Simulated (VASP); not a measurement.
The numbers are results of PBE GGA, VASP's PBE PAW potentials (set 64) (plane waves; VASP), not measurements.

Gaps are without spin-orbit coupling.

### Question
Order these relaxed crystals by band gap, smallest first: MgTe, F-43m (216); HgS, P3_221 (154); CdSe, F-43m (216); SnS2, P-3m1 (164).

### Answer
CdSe, F-43m (216) (0.50 eV), SnS2, P-3m1 (164) (1.53 eV), HgS, P3_221 (154) (1.76 eV), MgTe, F-43m (216) (2.32 eV)
